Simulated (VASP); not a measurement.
Output of a VASP run:

**OUTCAR**
```
 ion  position               nearest neighbor table
   1  0.000  0.000  0.000-   2 2.94   2 2.94   2 2.94   2 2.94   2 2.94   2 2.94
   2  0.500  0.500  0.500-   1 2.94   1 2.94   1 2.94   1 2.94   1 2.94   1 2.94
  LATTYP: Found a face centered cubic cell.
 ALAT       =     5.8832000000
 Subroutine PRICEL returns:
 Original cell was already a primitive cell.
 Subroutine GETGRP returns: Found 48 space group operations
The static configuration has the point symmetry O_h .
The dynamic configuration has the point symmetry O_h .
 Subroutine INISYM returns: Found 48 space group operations
 Subroutine IBZKPT returns following result:
 Found     20 irreducible k-points:

 Following reciprocal coordinates:
            Coordinates               Weight
  0.000000  0.000000  0.000000      1.000000
  0.142857  0.000000  0.000000      8.000000
  0.285714  0.000000  0.000000      8.000000
  0.428571  0.000000  0.000000      8.000000
  0.142857  0.142857  0.000000      6.000000
  0.285714  0.142857  0.000000     24.000000
  0.428571  0.142857  0.000000     24.000000
 -0.428571  0.142857  0.000000     24.000000
 -0.285714  0.142857  0.000000     24.000000
 -0.142857  0.142857  0.000000     12.000000
  0.285714  0.285714  0.000000      6.000000
  0.428571  0.285714  0.000000     24.000000
 -0.428571  0.285714  0.000000     24.000000
 -0.285714  0.285714  0.000000     12.000000
  0.428571  0.428571  0.000000      6.000000
 -0.428571  0.428571  0.000000     12.000000
  0.428571  0.285714  0.142857     24.000000
 -0.428571  0.285714  0.142857     48.000000
 -0.428571  0.428571  0.142857     24.000000
 -0.285714  0.428571  0.142857     24.000000
   k-points           NKPTS =     20   k-points in BZ     NKDIM =     20   number of bands    NBANDS=     12
   number of dos      NEDOS =    301   number of ions     NIONS =      2
   total plane-waves  NPLWV =  13824
   dimension x,y,z NGX =    24 NGY =   24 NGZ =   24
   dimension x,y,z NGXF=    48 NGYF=   48 NGZF=   48
   ions per type =               1   1
   PREC   = accura    normal or accurate (medium, high low for compatibility)
   ISTART =      0    job   : 0-new  1-cont  2-samecut
   ICHARG =      2    charge: 1-file 2-atom 10-const
   ISPIN  =      1    spin polarized calculation?
   LNONCOLLINEAR =      F non collinear calculations
   LSORBIT =      F    spin-orbit coupling
   INIWAV =      1    electr: 0-lowe 1-rand  2-diag
   ENCUT  =  300.0 eV  22.05 Ry    4.70 a.u.   5.88  5.88  5.88*2*pi/ulx,y,z
   NELM   =    100;   NELMIN=  2; NELMDL= -5     # of ELM steps
   EDIFF  = 0.1E-05   stopping-criterion for ELM
   LREAL  =      F    real-space projection
   NLSPLINE    = F    spline interpolate recip. space projectors
   LMAXMIX     =    6 max onsite mixed and CHGCAR
   VOSKOWN=      0    Vosko Wilk Nusair interpolation
   EDIFFG = 0.1E-04   stopping-criterion for IOM
   NSW    =      0    number of steps for IOM
   NBLOCK =      1;   KBLOCK =      1    inner block; outer block
   IBRION =     -1    ionic relax: 0-MD 1-quasi-New 2-CG
   NFREE  =      0    steps in history (QN), initial steepest desc. (CG)
   ISIF   =      2    stress and relaxation
   ISYM   =      2    0-nonsym 1-usesym 2-fastsym
   TEIN   =    0.0    initial temperature
   TEBEG  =    0.0;   TEEND  =   0.0 temperature during run
   SMASS  =  -3.00    Nose mass-parameter (am)
   PSTRESS=    0.0 pullay stress
   NELECT =      17.0000    total number of electrons
   EFERMI =   0.00;   METHOD = LEGACY
   ISMEAR =    -1;   SIGMA  =   0.10  broadening in eV -4-tet -1-fermi 0-gaus
   IALGO  =     38    algorithm
   LDIAG  =      T    sub-space diagonalisation (order eigenvalues)
   IMIX   =      4    mixing-type and parameters
     AMIX     =   0.40;   BMIX     =  1.00
     AMIX_MAG =   1.60;   BMIX_MAG =  1.00
     AMIN     =   0.10
   GGA     = CA    functional components
   VOSKOWN =     0    Vosko Wilk Nusair interpolation
   LHFCALC =     F    Hartree Fock is set to
   LHFONE  =     F    Hartree Fock one center treatment
...
```

### OSZICAR
```
       N       E                     dE             d eps       ncg     rms          rms(c)
DAV:   1     0.127472017743E+03    0.12747E+03   -0.43623E+03   480   0.120E+03
DAV:   2    -0.184934027076E+01   -0.12932E+03   -0.12667E+03   704   0.252E+02
DAV:   3    -0.141132801089E+02   -0.12264E+02   -0.11523E+02   740   0.102E+02
DAV:   4    -0.149154225834E+02   -0.80214E+00   -0.73872E+00   848   0.196E+01
DAV:   5    -0.149826368117E+02   -0.67214E-01   -0.56989E-01   780   0.453E+00    0.484E+00
DAV:   6    -0.147984172247E+02    0.18422E+00   -0.52907E-01   688   0.396E+00    0.324E+00
DAV:   7    -0.147783924450E+02    0.20025E-01   -0.14473E-01   856   0.267E+00    0.156E+00
DAV:   8    -0.147762601239E+02    0.21323E-02   -0.42593E-02   800   0.160E+00    0.492E-01
DAV:   9    -0.147744642193E+02    0.17959E-02   -0.72408E-03   800   0.713E-01    0.205E-01
DAV:  10    -0.147743624924E+02    0.10173E-03   -0.13606E-03   904   0.349E-01    0.743E-02
DAV:  11    -0.147743710416E+02   -0.85493E-05   -0.86027E-05   800   0.991E-02    0.226E-02
DAV:  12    -0.147743648421E+02    0.61995E-05   -0.46798E-05   848   0.709E-02    0.685E-03
DAV:  13    -0.147743650533E+02   -0.21122E-06   -0.20012E-06   576   0.119E-02
   1 F= -.14774365E+02 E0= -.14752838E+02  d E =-.430545E-01
```

**OUTCAR**
```
------------------------ aborting loop because EDIFF is reached ----------------------------------------
  FORCE on cell =-STRESS in cart. coord.  units (eV):
  Direction    XX          YY          ZZ          XY          YZ          ZX
  --------------------------------------------------------------------------------------
  Total       -1.6008712     -1.6008712     -1.6008712     -0.0000000     -0.0000000     -0.0000000
  in kB      -50.3832450    -50.3832450    -50.3832450     -0.0000000     -0.0000000     -0.0000000
  external PRESSURE =     -50.3832450 kB  Pullay stress =       0.0000000 kB
  volume of cell :       50.91
      direct lattice vectors                 reciprocal lattice vectors
     0.000000000  2.941600000  2.941600000    -0.169975524  0.169975524  0.169975524
     2.941600000  0.000000000  2.941600000     0.169975524 -0.169975524  0.169975524
     2.941600000  2.941600000  0.000000000     0.169975524  0.169975524 -0.169975524
 POSITION                                       TOTAL-FORCE (eV/Angst)
 -----------------------------------------------------------------------------------
      0.00000      0.00000      0.00000        -0.000000     -0.000000     -0.000000
      2.94160      2.94160      2.94160         0.000000      0.000000      0.000000
 -----------------------------------------------------------------------------------
    total drift:                                0.000000     -0.000000     -0.000000
  FREE ENERGIE OF THE ION-ELECTRON SYSTEM (eV)
  ---------------------------------------------------
  free  energy   TOTEN  =       -14.7743650533 eV

  energy  without entropy=      -14.7313105495  energy(sigma->0) =      -14.75283780
```
(Selected blocks of OUTCAR.)

File POSCAR:
```
LaS
1
    0.0000000000     2.9416000000     2.9416000000
    2.9416000000     0.0000000000     2.9416000000
    2.9416000000     2.9416000000     0.0000000000
La S
1 1
Direct
  0.0000000000   0.0000000000   0.0000000000
  0.5000000000   0.5000000000   0.5000000000
```

Q: Write an INCAR and KPOINTS that could have produced this output.

A: One answer among several that fit: the input of the run itself, LDA (Ceperley-Alder, Perdew-Zunger), plane waves, VASP's LDA PAW potentials (set 64).

INCAR:
```
NELM  =  100   ! most electronic steps
ISMEAR  =  -1   ! Fermi-Dirac
EDIFF  =  1E-6   ! SCF stop (eV)
LWAVE  =  .FALSE.
PREC  =  Accurate
SYSTEM  =  LaS
SIGMA  =  0.1   ! width (eV)
LASPH  =  .TRUE.   ! aspherical one-centre terms
LMAXMIX  =  6   ! l cut-off of mixed one-centre charges
ENCUT  =  300
LREAL  =  .FALSE.   ! projection in real space or not
ISIF  =  2   ! forces and stress, cell fixed
LCHARG  =  .FALSE.
ALGO  =  Normal
```

File KPOINTS:
```
Regular mesh
0
G
7 7 7
```

POTCAR, in this order: La S (LDA.64 set). Program: vasp_std.

At this cut-off the stress carries a Pulay error, which pulls relaxed volumes low.

The structure comes from a computed database's LaS entry (Fm-3m); how it stands against other phases isn't given here. The cell was not relaxed at this level. The run is one of a series of settings (GGA removed, POTCAR La S (LDA.64 set) against the base run), some of them coarse on purpose. The electron count is odd and the run is not spin-polarised, which forces a metal.
